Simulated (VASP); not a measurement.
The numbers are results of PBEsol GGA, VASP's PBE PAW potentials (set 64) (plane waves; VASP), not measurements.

The input files of a VASP run:

POSCAR:
```
MgB2
1
    3.0627600000     0.0000000000     0.0000000000
   -1.5313800000     2.6524280000     0.0000000000
    0.0000000000     0.0000000000     3.5208700000
Mg B
1 2
Direct
  0.0104010000   0.0072080000   0.0110370000
  0.6591410000   0.3291160000   0.4898940000
  0.3304580000   0.6636760000   0.4990690000
```

### INCAR
```
# general
SYSTEM  =  MgB2
PREC    =  Accurate
ENCUT   =  400
LREAL   =  .False.   # projection in real space or not
LASPH   =  .True.   # aspherical one-centre terms

# electronic loop
EDIFF   =  1E-6
NELM    =  100
ALGO    =  Normal   # blocked Davidson

# smearing
ISMEAR  =  0   # Gaussian
SIGMA   =  0.272

# functional
GGA     =  PS   # PBEsol

# ions
ISIF    =  2   # forces and stress, cell fixed

# output
LWAVE   =  .False.
LCHARG  =  .False.
```

### KPOINTS
```
Automatic mesh
0
Gamma
11 11 8
0 0 0
```

POTCAR, in this order: Mg B (PBE.64 set). Program: vasp_std.

What will the output report for the number of irreducible k-points (NKPTS), largest plane-wave count, number of space-group operations, FFT grid (NGX, NGY, NGZ)?

```json
{
 "number of irreducible k-points (NKPTS)": "485",
 "largest_plane_wave_count": "531",
 "number_of_space_group_operations": "1",
 "FFT grid (NGX, NGY, NGZ)": "20 × 20 × 24"
}
```

The structure comes from a computed database's MgB2 entry; how it stands against other phases isn't given here. The cell was not relaxed at this level, atoms are displaced from their ideal sites. The run is one of a series of settings (GGA = PS against the base run), some of them coarse on purpose.
